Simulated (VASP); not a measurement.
A convergence study with VASP on I (space group no. 64 when undisturbed): one setting is varied, all else stays as given below, so the limit is that of these other settings. One atom is moved off its site, so that forces are finite.

```
I
1.0
    2.40218    -3.64590     0.00000
    2.40218     3.64590     0.00000
    0.00000     0.00000     9.81937
I
4
Direct
  0.84600   0.84600   0.88809
  0.65400   0.65400   0.38300
  0.34600   0.34600   0.61700
  0.15400   0.15400   0.11700
```

The numbers are results of PBE GGA, VASP's PBE PAW potentials (set 64) (plane waves; VASP), not measurements. The tightest run used: 720 eV cut-off, 6×6×3 Γ-centred mesh, Fermi-Dirac smearing of 0.020 eV, potentials I.

Unless said otherwise, spin-orbit coupling is left out, though it shifts the bands of the heavy elements here. Gaps are read on the run's mesh, which can miss a band edge.

**Question.** The settings run are ENCUT = 105; ENCUT = 120; ENCUT = 135; ENCUT = 150; ENCUT = 165; ENCUT = 180; ENCUT = 210; ENCUT = 240; ENCUT = 270; ENCUT = 330; ENCUT = 360; ENCUT = 405; ENCUT = 450; ENCUT = 525; ENCUT = 600; ENCUT = 720. From which on does the stress (every component) stay within 0.1 GPa of the tightest run?

**Answer.** From ENCUT = 240 on: it is off by 0.06 there and by no more than 0.1 in any finer run, while ENCUT = 210 is off by 0.17.
```json
[
 {"setting": "ENCUT = 105", "E (eV/atom)": "-1.5518", "pressure (GPa)": "-3.00", "largest force (eV/Å)": "0.887", "gap on the mesh (eV)": "1.229", "plane waves": "430", "difference judged (GPa)": "5.02"},
 {"setting": "ENCUT = 120", "E (eV/atom)": "-1.5027", "pressure (GPa)": "-1.19", "largest force (eV/Å)": "0.847", "gap on the mesh (eV)": "1.232", "plane waves": "524", "difference judged (GPa)": "2.85"},
 {"setting": "ENCUT = 135", "E (eV/atom)": "-1.4892", "pressure (GPa)": "-0.22", "largest force (eV/Å)": "0.835", "gap on the mesh (eV)": "1.233", "plane waves": "626", "difference judged (GPa)": "1.68"},
 {"setting": "ENCUT = 150", "E (eV/atom)": "-1.4796", "pressure (GPa)": "0.32", "largest force (eV/Å)": "0.817", "gap on the mesh (eV)": "1.243", "plane waves": "730", "difference judged (GPa)": "1.01"},
 {"setting": "ENCUT = 165", "E (eV/atom)": "-1.4775", "pressure (GPa)": "0.62", "largest force (eV/Å)": "0.804", "gap on the mesh (eV)": "1.247", "plane waves": "839", "difference judged (GPa)": "0.64"},
 {"setting": "ENCUT = 180", "E (eV/atom)": "-1.4779", "pressure (GPa)": "0.80", "largest force (eV/Å)": "0.796", "gap on the mesh (eV)": "1.251", "plane waves": "954", "difference judged (GPa)": "0.41"},
 {"setting": "ENCUT = 210", "E (eV/atom)": "-1.4794", "pressure (GPa)": "0.98", "largest force (eV/Å)": "0.784", "gap on the mesh (eV)": "1.252", "plane waves": "1210", "difference judged (GPa)": "0.17"},
 {"setting": "ENCUT = 240", "E (eV/atom)": "-1.4809", "pressure (GPa)": "1.05", "largest force (eV/Å)": "0.777", "gap on the mesh (eV)": "1.254", "plane waves": "1470", "difference judged (GPa)": "0.06"},
 {"setting": "ENCUT = 270", "E (eV/atom)": "-1.4817", "pressure (GPa)": "1.07", "largest force (eV/Å)": "0.774", "gap on the mesh (eV)": "1.254", "plane waves": "1764", "difference judged (GPa)": "0.03"},
 {"setting": "ENCUT = 330", "E (eV/atom)": "-1.4818", "pressure (GPa)": "1.06", "largest force (eV/Å)": "0.769", "gap on the mesh (eV)": "1.255", "plane waves": "2365", "difference judged (GPa)": "0.03"},
 {"setting": "ENCUT = 360", "E (eV/atom)": "-1.4816", "pressure (GPa)": "1.06", "largest force (eV/Å)": "0.768", "gap on the mesh (eV)": "1.255", "plane waves": "2688", "difference judged (GPa)": "0.03"},
 {"setting": "ENCUT = 405", "E (eV/atom)": "-1.4817", "pressure (GPa)": "1.07", "largest force (eV/Å)": "0.767", "gap on the mesh (eV)": "1.255", "plane waves": "3196", "difference judged (GPa)": "0.02"},
 {"setting": "ENCUT = 450", "E (eV/atom)": "-1.4817", "pressure (GPa)": "1.08", "largest force (eV/Å)": "0.767", "gap on the mesh (eV)": "1.255", "plane waves": "3756", "difference judged (GPa)": "0.01"},
 {"setting": "ENCUT = 525", "E (eV/atom)": "-1.4818", "pressure (GPa)": "1.08", "largest force (eV/Å)": "0.767", "gap on the mesh (eV)": "1.255", "plane waves": "4726", "difference judged (GPa)": "0.00"},
 {"setting": "ENCUT = 600", "E (eV/atom)": "-1.4818", "pressure (GPa)": "1.08", "largest force (eV/Å)": "0.767", "gap on the mesh (eV)": "1.255", "plane waves": "5761", "difference judged (GPa)": "0.02"},
 {"setting": "ENCUT = 720", "E (eV/atom)": "-1.4818", "pressure (GPa)": "1.09", "largest force (eV/Å)": "0.767", "gap on the mesh (eV)": "1.255", "plane waves": "7581", "difference judged (GPa)": "0.00"}
]
```

Left out are rungs that failed or repeat a setting and relaxations that didn't move; long series are thinned to 24 rows.

The structure is a typed I crystal (space group no. 64). The cell was not relaxed at this level, it is distorted from the ideal structure.
